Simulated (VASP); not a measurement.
TeO under changes of volume

One of the cells (15.671 Å³/atom); the others are scaled copies at fixed shape and fractional positions:

```
Te O
1.0
     3.15288    0.00000    0.00000
     0.00000    3.15288    0.00000
     0.00000    0.00000    3.15288
Te O
1 1
Direct
  0.50000 0.50000 0.50000
  0.00000 0.00000 0.00000
```

The cell was built by a generator and needn't be a form met in nature.

| Quantity | Value |
| --- | --- |
| Program | VASP 6.6.1 |
| Functional | PBE |
| Potentials or basis | VASP PAW PBE potentials, release 64 (Te, O) |
| Cutoff | 520 eV |
| k mesh | 9 × 9 × 9 |
| Occupations | fermi-dirac, width 0.05 eV |
| Spin | no spin polarisation |

| volume (Å³/atom) | energy over the lowest point (meV/atom) | pressure (GPa) |
| --- | --- | --- |
| 14.442 | ? | ? |
| 14.749 | 6.26 | 4.6 |
| 15.056 | 0.00 | 1.9 |
| 15.671 | 1.85 | -2.7 |
| 15.978 | 8.92 | -4.7 |
| 16.285 | 19.48 | -6.4 |

Q: What does the run at 14.442 Å³/atom give?

A: Energy over the lowest point 18.08 meV/atom; pressure 7.6 GPa.

Worked out: A Birch-Murnaghan fit of order 3 (a polynomial in V^(-2/3)) to the other rows has its minimum at 15.29 Å³/atom with B0 = V·E''(V) = 118 GPa and B' = 4.8. It gives 18.11 meV/atom at 14.442 Å³/atom, against the run's 18.08, and -dE/dV = 7.8 GPa, against 7.6.

Energies are extrapolated to zero smearing.
